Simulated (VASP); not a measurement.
Level of theory: PBE GGA, VASP's PBE PAW potentials (set 64) (plane waves; VASP).

Input for VASP

File KPOINTS:
```
Automatic mesh
0
Gamma
5 5 7
0 0 0
```

File POSCAR:
```
SnO2
9.5048620
  0.5000000000   0.0000000000   0.0000000000
  0.0000000000   0.5000000000   0.0000000000
  0.0000000000   0.0000000000   0.3365814254
Sn O
2 4
Cart
  0.2500000000   0.2500000000   0.1682907127
  0.0000000000   0.0000000000   0.0000000000
  0.0970150000   0.4029850000   0.1682907127
  0.4029850000   0.0970150000   0.1682907127
  0.3470150000   0.3470150000   0.0000000000
  0.1529850000   0.1529850000   0.0000000000
```

INCAR:
```
LWAVE = .FALSE.
NELM = 100   # most electronic steps
LREAL = .FALSE.   # projection in real space or not
LASPH = .TRUE.   # aspherical one-centre terms
LCHARG = .FALSE.
LMAXMIX = 4
ALGO = Normal   # blocked Davidson
ISMEAR = 0   # Gaussian
SIGMA = 0.01   # width (eV)
GGA = PE   # PBE
ISIF = 2   # forces and stress, cell fixed
EDIFF = 1E-6   # SCF stop (eV)
SYSTEM = SnO2
PREC = Accurate
ENCUT = 400   # plane-wave cut-off (eV)
```

POTCAR, in this order: Sn_d O (PBE.64 set). Program: vasp_std.

At this cut-off the stress carries a Pulay error, which pulls relaxed volumes low. Gaps are read on the run's mesh, which can miss a band edge. Unless said otherwise, spin-orbit coupling is left out, though it shifts the bands of the heavy elements here.

Question: Predict the energy per atom (σ→0), pressure, largest force, band gap (on the k-mesh).

Answer: 
```json
{
 "energy per atom (σ→0)": "-6.216 eV/atom",
 "band gap (on the k-mesh)": "1.13 eV",
 "pressure": "3.76 GPa",
 "largest_force": "0.082 eV/Å"
}
```

### OSZICAR
```
...
DAV:   8    -0.373065193632E+02    0.18254E-01   -0.25801E-01  2048   0.530E+00    0.711E-01
DAV:   9    -0.372939814603E+02    0.12538E-01   -0.76994E-02  2317   0.399E+00    0.154E-01
DAV:  10    -0.372945681043E+02   -0.58664E-03   -0.49928E-03  1955   0.615E-01    0.514E-02
DAV:  11    -0.372946787718E+02   -0.11067E-03   -0.26050E-04  1946   0.131E-01    0.141E-02
DAV:  12    -0.372946812882E+02   -0.25165E-05   -0.18788E-05  2199   0.539E-02    0.107E-02
DAV:  13    -0.372946787735E+02    0.25147E-05   -0.11216E-05  1869   0.433E-02    0.240E-03
DAV:  14    -0.372946785285E+02    0.24499E-06   -0.11918E-06  1130   0.132E-02
   1 F= -.37294679E+02 E0= -.37294679E+02  d E =-.263181E-45
```

The structure comes from a computed database's SnO2 entry; how it stands against other phases isn't given here. The cell was not relaxed at this level. The run is one of a series of settings (GGA = PE, KPOINTS 5×5×7 Γ-centred mesh, POTCAR Sn_d O (PBE.64 set) against the base run), some of them coarse on purpose.
